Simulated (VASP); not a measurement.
# GaB3As4 (Cm) in VASP: a series of runs, part 2 of 2

VASP 6.6.1. The steps go on from the part before.

**3. Band structure, PBEsol**

This run uses another cell than the first one, of 15.82 Å³/atom, 0.980 times its volume.

Input file INCAR:

```
PREC = Accurate
ENCUT = 520
EDIFF = 1E-6
ISMEAR = 0
SIGMA = 0.02
LREAL = False
LASPH = True
NELM = 100
ALGO = Fast
ISIF = 2
LWAVE = False
LCHARG = False
GGA = PS
NBANDS = 31
KPAR = 2
```

Input file KPOINTS:

```
Automatic mesh
0
Gamma
  7 7 4
```

Input file POSCAR:

```
GaB3As4
1.0
    0.0000000000      2.5101477600     -2.5101477600
   -2.5101477600     -5.0202955200     -2.5101477600
   -5.0202955200      2.5101477600      2.5101477600
Ga B As
1 3 4
Direct
    0.7500000000      0.5000000000      0.2500000000
    0.0000000000      0.0000000000      0.0000000000
    0.2500000000      0.5000000000      0.7500000000
    0.5000000000      0.0000000000      0.5000000000
    0.9375000000      0.8750000000      0.3125000000
    0.1875000000      0.3750000000      0.0625000000
    0.4375000000      0.8750000000      0.8125000000
    0.6875000000      0.3750000000      0.5625000000
```

Input file KPOINTS_OPT:

```
path GYFLI,I1ZF1,YX1,XGN,MG
10
line-mode
reciprocal
 0.0000000000  0.0000000000  0.0000000000  G
 0.0000000000 -0.5000000000  1.0000000000  Y

 0.0000000000 -0.5000000000  1.0000000000  Y
 0.0000000000  0.2031250000  1.2812500000  F

 0.0000000000  0.2031250000  1.2812500000  F
 0.0000000000 -0.5000000000  0.5000000000  L

 0.0000000000 -0.5000000000  0.5000000000  L
 0.4687500000 -0.7343750000  0.5000000000  I

 0.5312500000 -0.2656250000 -0.5000000000  I1
 0.0000000000  0.0000000000 -0.5000000000  Z

 0.0000000000  0.0000000000 -0.5000000000  Z
 0.0000000000 -1.2031250000 -0.2812500000  F1

 0.0000000000 -0.5000000000  1.0000000000  Y
 0.3125000000 -0.6562500000  1.0000000000  X1

 0.6875000000 -0.3437500000  0.0000000000  X
 0.0000000000  0.0000000000  0.0000000000  G

 0.0000000000  0.0000000000  0.0000000000  G
 0.5000000000 -0.5000000000  0.5000000000  N

 0.5000000000 -0.5000000000  0.0000000000  M
 0.0000000000  0.0000000000  0.0000000000  G
```

Potentials or basis: VASP PAW PBE potentials, release 64 (Ga_d, B, As).

The run is started by

```console
$ cat potpaw_PBE.64/Ga_d/POTCAR potpaw_PBE.64/B/POTCAR potpaw_PBE.64/As/POTCAR > POTCAR
$ mpirun -np 2 vasp_std > vasp.out
```

OUTCAR:

```text
PREC = Accurate
   ENCUT = 520
   EDIFF = 1E-6
   ISMEAR = 0
   LREAL = False
   LASPH = True
   NELM = 100
   ISIF = 2
   GGA = PS

 ion  position               nearest neighbor table
   1  0.750  0.500  0.250-   5 2.17   6 2.17   8 2.17   6 2.17
   2  0.000  0.000  0.000-   5 2.17   6 2.17   7 2.17   7 2.17
   3  0.250  0.500  0.750-   6 2.17   7 2.17   8 2.17   8 2.17
   4  0.500  0.000  0.500-   5 2.17   7 2.17   8 2.17   5 2.17
   5  0.938  0.875  0.312-   4 2.17   1 2.17   2 2.17   4 2.17
   6  0.188  0.375  0.062-   1 2.17   1 2.17   2 2.17   3 2.17
   7  0.438  0.875  0.812-   2 2.17   2 2.17   3 2.17   4 2.17
   8  0.688  0.375  0.562-   3 2.17   1 2.17   3 2.17   4 2.17

  LATTYP: Found a base centered monoclinic cell.
 ALAT       =    11.7736366130
 B/A-ratio  =     0.3015113446
 C/A-ratio  =     0.5222329679
 COS(beta)  =    -0.1740776560

  Lattice vectors:

 A1 = (  -2.5101477600,  -2.5101477600,  -5.0202955200)
 A2 = (  -2.5101477600,  -5.0202955200,  -2.5101477600)
 A3 = (  -5.0202955200,   2.5101477600,   2.5101477600)

Analysis of symmetry for initial positions (statically):
=====================================================================
 Subroutine PRICEL returns:
 Original cell was already a primitive cell.

 Routine SETGRP: Setting up the symmetry group for a
 base centered monoclinic supercell.

 Subroutine GETGRP returns: Found  2 space group operations
 (whereof  2 operations were pure point group operations)
 out of a pool of  4 trial point group operations.

The static configuration has the point symmetry C_1h.

Analysis of symmetry for dynamics (positions and initial velocities):
=====================================================================
 Subroutine PRICEL returns:
 Original cell was already a primitive cell.

 Routine SETGRP: Setting up the symmetry group for a
 base centered monoclinic supercell.

 Subroutine GETGRP returns: Found  2 space group operations
 (whereof  2 operations were pure point group operations)
 out of a pool of  4 trial point group operations.

The dynamic configuration has the point symmetry C_1h.

 Subroutine INISYM returns: Found  2 space group operations
 (whereof  2 operations are pure point group operations),
 and found     1 'primitive' translations

----------------------------------------------------------------------------------------

                                     Primitive cell

  volume of cell :     126.5284

  direct lattice vectors                    reciprocal lattice vectors
     0.000000000  2.510147760 -2.510147760    -0.049797865  0.149393596 -0.248989326
    -2.510147760 -5.020295520 -2.510147760    -0.099595731 -0.099595731 -0.099595731
    -5.020295520  2.510147760  2.510147760    -0.149393596  0.049797865  0.049797865

  length of vectors
     3.549885006  6.148581191  6.148581191     0.294608144  0.172504866  0.165160835

  position of ions in fractional coordinates (direct lattice)
     0.750000000  0.500000000  0.250000000
     0.000000000  0.000000000  0.000000000
     0.250000000  0.500000000  0.750000000
     0.500000000  0.000000000  0.500000000
     0.937500000  0.875000000  0.312500000
     0.187500000  0.375000000  0.062500000
     0.437500000  0.875000000  0.812500000
[... 40 lines left out ...]
            Coordinates               Weight
  0.000000  0.000000  0.000000      1.000000
  0.142857  0.000000  0.000000      4.000000
  0.285714  0.000000 -0.000000      4.000000
  0.428571  0.000000  0.000000      4.000000
  0.000000  0.142857  0.000000      2.000000
  0.142857  0.142857  0.000000      4.000000
[... 16 lines left out ...]
 -0.142857  0.000000  0.250000      4.000000
  0.000000  0.142857  0.250000      2.000000
 [... further k-points ...]
   k-points           NKPTS =     60   k-points in BZ     NKDIM =     60   number of bands    NBANDS=     31
   number of dos      NEDOS =    301   number of ions     NIONS =      8
   total plane-waves  NPLWV =  64512
   dimension x,y,z NGX =    28 NGY =   48 NGZ =   48
   dimension x,y,z NGXF=    56 NGYF=   96 NGZF=   96
   ions per type =               1   3   4
   NGX,Y,Z   is equivalent  to a cutoff of  13.11, 12.98, 12.98 a.u.
   NGXF,Y,Z  is equivalent  to a cutoff of  26.23, 25.96, 25.96 a.u.
 SYSTEM =  unknown system
   PREC   = accura    normal or accurate (medium, high low for compatibility)
   ISTART =      0    job   : 0-new  1-cont  2-samecut
   ICHARG =      2    charge: 1-file 2-atom 10-const
   ISPIN  =      1    spin polarized calculation?
   LNONCOLLINEAR =      F non collinear calculations
   LSORBIT =      F    spin-orbit coupling
   LASPH  =      T    aspherical Exc in radial PAW
   ENCUT  =  520.0 eV  38.22 Ry    6.18 a.u.   6.60 11.43 11.43*2*pi/ulx,y,z
   NELM   =    100;   NELMIN=  2; NELMDL= -5     # of ELM steps
   EDIFF  = 0.1E-05   stopping-criterion for ELM
   LREAL  =      F    real-space projection
   EDIFFG = 0.1E-04   stopping-criterion for IOM
   NSW    =      0    number of steps for IOM
   IBRION =     -1    ionic relax: 0-MD 1-quasi-New 2-CG
   NFREE  =      0    steps in history (QN), initial steepest desc. (CG)
   ISIF   =      2    stress and relaxation
   ISYM   =      2    0-nonsym 1-usesym 2-fastsym
   POTIM  = 0.5000    time-step for ionic-motion
   TEBEG  =    0.0;   TEEND  =   0.0 temperature during run
   PSTRESS=    0.0 pullay stress
   NELECT =      42.0000    total number of electrons
   NUPDOWN=      -1.0000    fix difference up-down
   EMIN   =  10.00;   EMAX   =-10.00  energy-range for DOS
   EFERMI =   0.00;   METHOD = LEGACY
   ISMEAR =     0;   SIGMA  =   0.02  broadening in eV -4-tet -1-fermi 0-gaus
   EFERMI_NEDOS =   21; number of points for ismear=-14 and -15
   IALGO  =     68    algorithm
   IMIX   =      4    mixing-type and parameters
     AMIX     =   0.40;   BMIX     =  1.00
     AMIX_MAG =   1.60;   BMIX_MAG =  1.00
  volume/ion in A,a.u.               =      15.82       106.73
  Fermi-wavevector in a.u.,A,eV,Ry     =   1.133519  2.142040 17.481641  1.284864
  Thomas-Fermi vector in A             =   2.270221
   LORBIT       =      0    0 simple, 1 ext, 2 COOP (PROOUT), +10 PAW based schemes
   GGA     = PS    functional components
   LHFCALC =     F    Hartree Fock is set to
   AEXX    =    0.0000 exact exchange contribution
   IVDW    =     0    specifies the selected vdW correction
   LEPSILON=     F    determine dielectric tensor
   LRPA    =     F    only Hartree local field effects (RPA)
 non-spin polarized calculation
 RMM-DIIS sequential band-by-band and
 Gauss-broadening in eV      SIGMA  =   0.02
  energy-cutoff  :      520.00
  volume of cell :      126.53
 maximum number of plane-waves:      3429
   NGX = 13   NGY = 23   NGZ = 23

 number of electron      42.0000011 magnetization

 Free energy of the ion-electron system (eV)
  ---------------------------------------------------
  ext. energy  EPLUGINS =         0.00000000
  ---------------------------------------------------
  free energy    TOTEN  =       -43.18797430 eV

  energy without entropy =      -43.18797430  energy(sigma->0) =      -43.18797430

 E-fermi :   5.5952     XC(G=0): -10.4519

 val. band max:        5.4430580288   @ k =   0.0000   0.0000   0.0000
 cond. band min:       6.4112619819   @ k =   0.0000  -0.4286   0.2500
 fundamental gap:      0.9682039531
 Fermi energy:         5.5951596170

 k-point     1 :       0.0000    0.0000    0.0000
  band No.  band energies     occupation
      1     -10.3148      2.00000
      2     -10.2348      2.00000
      3     -10.1127      2.00000
      4     -10.0086      2.00000
      5      -9.9821      2.00000
      6      -9.3259      2.00000
[... 805 lines left out ...]
     30      10.1303      0.00000
     31      10.2217      0.00000

 [... further k-points ...]
[... 5 lines left out ...]
  --------------------------------------------------------------------------------------
  -------------------------------------------------------------------------------------
  Total        1.9336515      2.1717900      2.1717900     -0.0075486     -0.0933683     -0.0075486
  in kB       24.4850463     27.5004983     27.5004983     -0.0955847     -1.1822852     -0.0955845
  external PRESSURE =      26.4953477 kB  Pullay stress =       0.0000000 kB

 VOLUME and BASIS-vectors are now :
 -----------------------------------------------------------------------------
  energy-cutoff  :      520.00
  volume of cell :      126.53
      direct lattice vectors                 reciprocal lattice vectors
     0.000000000  2.510147760 -2.510147760    -0.049797865  0.149393596 -0.248989326
    -2.510147760 -5.020295520 -2.510147760    -0.099595731 -0.099595731 -0.099595731
    -5.020295520  2.510147760  2.510147760    -0.149393596  0.049797865  0.049797865

 POSITION                                       TOTAL-FORCE (eV/Angst)
 -----------------------------------------------------------------------------------
     -2.51015     -0.00000     -2.51015         0.228115      0.040404      0.040404
      0.00000      0.00000      0.00000         0.044008     -0.064029     -0.064029
     -5.02030      0.00000      0.00000        -0.030370      0.097359      0.097359
     -2.51015      2.51015      0.00000        -0.194885     -0.069464     -0.069464
     -3.76522     -1.25507     -3.76522        -2.488665     -2.508199     -2.508199
     -1.25507     -1.25507     -1.25507         4.907067     -0.047792     -0.047792
     -6.27537     -1.25507     -1.25507         0.043752      0.059265      0.059265
     -3.76522      1.25507     -1.25507        -2.509022      2.492457      2.492457
 -----------------------------------------------------------------------------------
    total drift:                                0.000014     -0.000060     -0.000053

  FREE ENERGIE OF THE ION-ELECTRON SYSTEM (eV)
  ---------------------------------------------------
  free  energy   TOTEN  =       -43.1879743022 eV

  energy  without entropy=      -43.1879743022  energy(sigma->0) =      -43.18797430
```

It took 3.7 min on 2 MPI ranks of Intel Xeon Platinum 8259CL at 2.50GHz (Skylake/Cascade Lake), shared host; peak memory 0.49 GiB.

Results:

```
Free energy             : -43.1880 eV
Pressure                : 2.6 GPa
Largest force           : 4.908 eV/Å
Band gap on the k mesh  : 0.97 eV, indirect (least direct gap 1.42 eV)
Band gap along the path : 1.08 eV, indirect (least direct gap 1.49 eV)
```

Forces in eV/Å, atoms in the order of the input:
```
Ga   0.228  0.040  0.040
B    0.044 -0.064 -0.064
B   -0.030  0.097  0.097
B   -0.195 -0.069 -0.069
As  -2.489 -2.508 -2.508
As   4.907 -0.048 -0.048
As   0.044  0.059  0.059
As  -2.509  2.492  2.492
```

Levels at the corners of the path, in eV from the valence-band top:
```tsv
point	band 18	band 19	band 20	band 21	band 22	band 23	band 24	band 25
Γ	-1.73	-0.08	-0.04	0.00	1.66	1.94	2.16	2.88
Y	-1.28	-1.27	-0.94	-0.85	1.14	1.18	1.66	1.98
Y	-1.28	-1.27	-0.94	-0.85	1.14	1.18	1.66	1.98
F	-1.82	-1.72	-1.42	-1.31	1.60	2.04	2.44	2.99
F	-1.82	-1.72	-1.42	-1.31	1.60	2.04	2.44	2.99
L	-2.92	-2.91	-1.31	-0.95	1.67	1.76	2.77	3.21
L	-2.92	-2.91	-1.31	-0.95	1.67	1.76	2.77	3.21
I	-3.13	-3.11	-2.26	-2.06	1.20	1.45	2.27	2.45
I1	-3.13	-3.11	-2.26	-2.06	1.20	1.45	2.27	2.45
Z	-1.91	-1.72	-1.59	-1.58	2.27	2.31	2.41	2.80
Z	-1.91	-1.72	-1.59	-1.58	2.27	2.31	2.41	2.80
F1	-1.82	-1.72	-1.42	-1.31	1.60	2.04	2.44	2.99
Y	-1.28	-1.27	-0.94	-0.85	1.14	1.18	1.66	1.98
X1	-3.39	-2.95	-2.43	-2.35	1.98	2.47	2.89	3.76
X	-3.39	-2.95	-2.43	-2.35	1.98	2.47	2.89	3.76
Γ	-1.73	-0.08	-0.04	0.00	1.66	1.94	2.16	2.88
Γ	-1.73	-0.08	-0.04	0.00	1.66	1.94	2.16	2.88
N	-3.02	-2.90	-1.73	-1.71	1.12	1.16	1.70	1.95
M	-3.84	-3.79	-2.62	-2.50	2.82	3.00	3.36	3.66
Γ	-1.73	-0.08	-0.04	0.00	1.66	1.94	2.16	2.88
```

Caveat: the PAW data sets were made with another functional, which shifts forces and pressure a little. Expect the measured gap to be larger: semilocal functionals such as PBEsol lack the derivative discontinuity.

**4. Band structure, PBEsol**

This run uses another cell than the first one, of 14.51 Å³/atom, 0.899 times its volume.

Input file INCAR:

```
SYSTEM = GaB3As4
PREC     = Accurate       ! precision mode
ENCUT    = 200            ! plane-wave cutoff, eV
EDIFF    = 1E-6           ! SCF threshold, eV
ISMEAR   = 0              ! smearing method
SIGMA    = 0.02           ! smearing width, eV
LREAL    = .FALSE.        ! projectors in reciprocal space
LASPH    = .TRUE.         ! aspherical terms in the spheres
NELM     = 60             ! most SCF steps
ALGO     = Fast           ! electronic algorithm
ISIF     = 2              ! what is computed and relaxed
LWAVE    = .FALSE.        ! write WAVECAR
LCHARG   = .FALSE.        ! write CHGCAR
GGA      = PS             ! functional
KPAR     = 2
```

Input file KPOINTS:

```
Automatic mesh
0
G
  7 7 4
  0 0 0
```

Input file POSCAR:

```
GaB3As4                                 
1.0
    0.0000000000      2.4243857512     -2.4243857512
   -2.4510925109     -4.8683491388     -2.4439633876
   -4.9133003645      2.4410975070      2.4410975070
  Ga              B               As            
     1     3     4
Direct
     0.7530747298498264    0.5061494596996530    0.2528619849121688
     0.9950877213851439    0.9901754427702880    0.9890434195233365
     0.2487936912559467    0.4975873825118934    0.7497309153205646
     0.5046358970694264    0.0092717941388524    0.5118079154932154
     0.9586798337271205    0.9173596674542409    0.3192598603169461
     0.1743615857732657    0.3487231715465314    0.0271061327391572
     0.4306294185229042    0.8612588370458084    0.8108003970618678
     0.6847371224163662    0.3694742448327326    0.5893893746327434
```

Edit KPOINTS_OPT of step 3 so:

```diff
@@ -1,3 +1,3 @@
 path GYFLI,I1ZF1,YX1,XGN,MG
-10
+20
 line-mode
```

The run is started by

```console
$ cat potpaw_PBE.64/Ga_d/POTCAR potpaw_PBE.64/B/POTCAR potpaw_PBE.64/As/POTCAR > POTCAR
$ mpirun -np 2 vasp_std > vasp.out
```

It took 30 s on 2 MPI ranks of Intel Xeon 6975P-C (Granite Rapids), shared host; peak memory 0.18 GiB.

The run converged, but a check on its numbers failed (symmetry, net force, bounds or a known fault of this set-up), so they aren't taken as properties of the crystal.

Caveat: the cutoff lies under the usual one of these potentials, so the numbers hold a large basis-set error; the PAW data sets were made with another functional, which shifts forces and pressure a little.
